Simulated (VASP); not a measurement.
# B2C (I4_1/amd) in VASP: single point with r2SCAN

Aim: the single point of B2C with r2SCAN.

All numbers are computed with VASP 6.6.1; they aren't measurements. Logs are shortened: lines on timing, memory, paths and dates and some standing lists are left out, and cuts for length are marked.

### Step 1. The structure

Symmetry: I4_1/amd, No. 141, tetragonal system. The conventional cell has a = 2.739 Å, b = 2.739 Å, c = 11.774 Å, α = 90.00°, β = 90.00°, γ = 90.00°. Around B (site symmetry 2mm) lie 2 C at 1.57 Å. C (site symmetry -4m2) is surrounded by 4 B at 1.57 Å.

The cell was built by a generator and needn't be a form met in nature.

### Step 2. Single point, r2SCAN

Input file INCAR:

```
SYSTEM = B2C
PREC     = Accurate       ! precision mode
ENCUT    = 520            ! plane-wave cutoff, eV
EDIFF    = 1E-6           ! SCF threshold, eV
ISMEAR   = 0              ! smearing method
SIGMA    = 0.1            ! smearing width, eV
LREAL    = .FALSE.        ! projectors in reciprocal space
LASPH    = .TRUE.         ! aspherical terms in the spheres
NELM     = 150            ! most SCF steps
ALGO     = Normal         ! electronic algorithm
ISIF     = 2              ! what is computed and relaxed
LWAVE    = .FALSE.        ! write WAVECAR
LCHARG   = .FALSE.        ! write CHGCAR
METAGGA  = R2SCAN         ! meta-GGA
LMIXTAU  = .TRUE.       
NBANDS   = 19             ! bands
KPAR     = 4
```

Input file KPOINTS:

```
regular mesh
0
G
  16 16 16
  0 0 0
```

Input file POSCAR:

```
B2C
1.0
   -1.3694700000      1.3694700000      5.8872300000
    1.3694700000     -1.3694700000      5.8872300000
    1.3694700000      1.3694700000     -5.8872300000
B C
4 2
Direct
    0.4350880000      0.9350880000      0.5000000000
    0.0649120000      0.5649120000      0.5000000000
    0.3149120000      0.3149120000      0.0000000000
    0.6850880000      0.6850880000      0.0000000000
    0.0000000000      0.0000000000      0.0000000000
    0.7500000000      0.2500000000      0.5000000000
```

Potentials or basis: VASP PAW PBE potentials, release 64 (B, C).

Started as:

```console
> cat potpaw_PBE.64/B/POTCAR potpaw_PBE.64/C/POTCAR > POTCAR
> mpirun -np 4 vasp_std > vasp.out
```

OUTCAR:

```text
SYSTEM = B2C
   PREC = Accurate
   ENCUT = 520
   EDIFF = 1E-6
   ISMEAR = 0
   LREAL = .FALSE.
   LASPH = .TRUE.
   NELM = 150
   ISIF = 2
   METAGGA = R2SCAN

 ion  position               nearest neighbor table
   1  0.435  0.935  0.500-   5 1.57   5 1.57   3 1.97   3 1.97
   2  0.065  0.565  0.500-   5 1.57   5 1.57   4 1.97   4 1.97
   3  0.315  0.315  0.000-   6 1.57   6 1.57   1 1.97   1 1.97
   4  0.685  0.685  0.000-   6 1.57   6 1.57   2 1.97   2 1.97
   5  0.000  0.000  0.000-   2 1.57   1 1.57   2 1.57   1 1.57
   6  0.750  0.250  0.500-   3 1.57   4 1.57   3 1.57   4 1.57

  LATTYP: Found a body centered tetragonal cell.
 ALAT       =     2.7389400000
 C/A-ratio  =     4.2989112576

  Lattice vectors:

 A1 = (  -1.3694700000,   1.3694700000,   5.8872300000)
 A2 = (   1.3694700000,  -1.3694700000,   5.8872300000)
 A3 = (   1.3694700000,   1.3694700000,  -5.8872300000)

Analysis of symmetry for initial positions (statically):
=====================================================================
 Subroutine PRICEL returns:
 Original cell was already a primitive cell.

 Routine SETGRP: Setting up the symmetry group for a
 body centered tetragonal supercell.

 Subroutine GETGRP returns: Found 16 space group operations
 (whereof  8 operations were pure point group operations)
 out of a pool of 16 trial point group operations.

The static configuration has the point symmetry D_2d.
 The point group associated with its full space group is D_4h.

Analysis of symmetry for dynamics (positions and initial velocities):
=====================================================================
 Subroutine PRICEL returns:
 Original cell was already a primitive cell.

 Routine SETGRP: Setting up the symmetry group for a
 body centered tetragonal supercell.

 Subroutine GETGRP returns: Found 16 space group operations
 (whereof  8 operations were pure point group operations)
 out of a pool of 16 trial point group operations.

The dynamic configuration has the point symmetry D_2d.
 The point group associated with its full space group is D_4h.

 Subroutine INISYM returns: Found 16 space group operations
 (whereof  8 operations are pure point group operations),
 and found     1 'primitive' translations

[... 103 lines left out ...]
   LREAL  =      F    real-space projection
   EDIFFG = 0.1E-04   stopping-criterion for IOM
   NSW    =      0    number of steps for IOM
   IBRION =     -1    ionic relax: 0-MD 1-quasi-New 2-CG
   NFREE  =      0    steps in history (QN), initial steepest desc. (CG)
   ISIF   =      2    stress and relaxation
   ISYM   =      2    0-nonsym 1-usesym 2-fastsym
   POTIM  = 0.5000    time-step for ionic-motion
   TEBEG  =    0.0;   TEEND  =   0.0 temperature during run
   PSTRESS=    0.0 pullay stress
   NELECT =      20.0000    total number of electrons
   NUPDOWN=      -1.0000    fix difference up-down
   EMIN   =  10.00;   EMAX   =-10.00  energy-range for DOS
   EFERMI =   0.00;   METHOD = LEGACY
   ISMEAR =     0;   SIGMA  =   0.10  broadening in eV -4-tet -1-fermi 0-gaus
   EFERMI_NEDOS =   21; number of points for ismear=-14 and -15
   IALGO  =     38    algorithm
   IMIX   =      4    mixing-type and parameters
     AMIX     =   0.40;   BMIX     =  1.00
     AMIX_MAG =   1.60;   BMIX_MAG =  1.00
  volume/ion in A,a.u.               =       7.36        49.67
  Fermi-wavevector in a.u.,A,eV,Ry     =   1.257167  2.375700 21.503569  1.580468
  Thomas-Fermi vector in A             =   2.390839
   LORBIT       =      0    0 simple, 1 ext, 2 COOP (PROOUT), +10 PAW based schemes
   METAGGA = R2SCAN    functional components
   LHFCALC =     F    Hartree Fock is set to
   AEXX    =    0.0000 exact exchange contribution
   IVDW    =     0    specifies the selected vdW correction
   LEPSILON=     F    determine dielectric tensor
   LRPA    =     F    only Hartree local field effects (RPA)
 non-spin polarized calculation
 Gauss-broadening in eV      SIGMA  =   0.10
  energy-cutoff  :      520.00
  volume of cell :       44.16
 maximum number of plane-waves:      1205
 NGX is ok and might be reduce to    48
   NGX = 23   NGY = 23   NGZ = 23

 number of electron      20.0000000 magnetization

 Free energy of the ion-electron system (eV)
  ---------------------------------------------------
  ext. energy  EPLUGINS =         0.00000000
  ---------------------------------------------------
  free energy    TOTEN  =       -47.36153703 eV

  energy without entropy =      -47.35563647  energy(sigma->0) =      -47.35858675

 E-fermi :   5.4464     XC(G=0): -12.4558

 val. band max:        5.4423311203   @ k =  -0.1250   0.5000   0.0625
 cond. band min:       5.4544701168   @ k =  -0.3125  -0.3125   0.1250
 fundamental gap:      0.0121389965
 Fermi energy:         5.4464301590

 k-point     1 :       0.0000    0.0000    0.0000
  band No.  band energies     occupation
      1     -11.5293      2.00000
      2      -9.6691      2.00000
      3      -5.2986      2.00000
      4       1.8212      2.00000
      5       1.9591      2.00000
      6       1.9591      2.00000
[... 505 lines left out ...]
      6       1.9970      2.00000
[... 11 lines left out ...]
     18      14.8334      0.00000
     19      17.7470      0.00000

 [... further k-points ...]

------------------------ aborting loop because EDIFF is reached ----------------------------------------

  FORCE on cell =-STRESS in cart. coord.  units (eV):
  Direction    XX          YY          ZZ          XY          YZ          ZX
  --------------------------------------------------------------------------------------
  -------------------------------------------------------------------------------------
  Total       -0.4438551     -0.4438551      0.0748649      0.0000000      0.0000000      0.0000000
  in kB      -16.1018499    -16.1018499      2.7158939      0.0000000      0.0000000      0.0000000
  external PRESSURE =      -9.8292686 kB  Pullay stress =       0.0000000 kB

 VOLUME and BASIS-vectors are now :
 -----------------------------------------------------------------------------
  energy-cutoff  :      520.00
  volume of cell :       44.16
      direct lattice vectors                 reciprocal lattice vectors
    -1.369470000  1.369470000  5.887230000     0.000000000  0.365104749  0.084929585
     1.369470000 -1.369470000  5.887230000     0.365104749  0.000000000  0.084929585
     1.369470000  1.369470000 -5.887230000     0.365104749  0.365104749  0.000000000

 POSITION                                       TOTAL-FORCE (eV/Angst)
 -----------------------------------------------------------------------------------
      1.36947     -0.00000      5.12293        -0.000000     -0.000000      0.124034
      1.36947      0.00000      0.76430         0.000000      0.000000     -0.124034
      0.00000      0.00000      3.70792        -0.000000     -0.000000     -0.124034
      0.00000      0.00000      8.06654         0.000000      0.000000      0.124034
      0.00000      0.00000      0.00000         0.000000      0.000000     -0.000000
     -0.00000      1.36947      2.94361         0.000000      0.000000     -0.000000
 -----------------------------------------------------------------------------------
    total drift:                               -0.000000     -0.000000     -0.000000

  FREE ENERGIE OF THE ION-ELECTRON SYSTEM (eV)
  ---------------------------------------------------
  free  energy   TOTEN  =       -47.3615370279 eV

  energy  without entropy=      -47.3556364685  energy(sigma->0) =      -47.35858675
```

stdout:

```text
POSCAR found type information on POSCAR B C
 POSCAR found :  2 types and       6 ions
 scaLAPACK will be used
 -----------------------------------------------------------------------------
|                                                                             |
|                                                                             |
|     You enforced a specific xc type in the INCAR file but a different       |
|     I HOPE YOU KNOW WHAT YOU ARE DOING!                                     |
|                                                                             |
 -----------------------------------------------------------------------------

 LDA part: xc-table for (None), standard interpolation
 POSCAR, INCAR and KPOINTS ok, starting setup
 FFT: planning ... GRIDC
 FFT: planning ... GRID_SOFT
 FFT: planning ... GRID
 WAVECAR not read
 entering main loop
```

It took 16 min on 4 MPI ranks of AMD EPYC 9R45 (Zen 5), shared host; peak memory 0.47 GiB.

What came out:

```
Free energy            : -47.3615 eV
Pressure               : -1.0 GPa
Largest force          : 0.124 eV/Å
Band gap on the k mesh : none (metal or under the smearing width)
```

Forces on the atoms (eV/Å):
```
B    0.000  0.000  0.124
B    0.000  0.000 -0.124
B    0.000  0.000 -0.124
B    0.000  0.000  0.124
C    0.000  0.000  0.000
C    0.000  0.000  0.000
```

Caveat: the PAW data sets were made with another functional, which shifts forces and pressure a little.
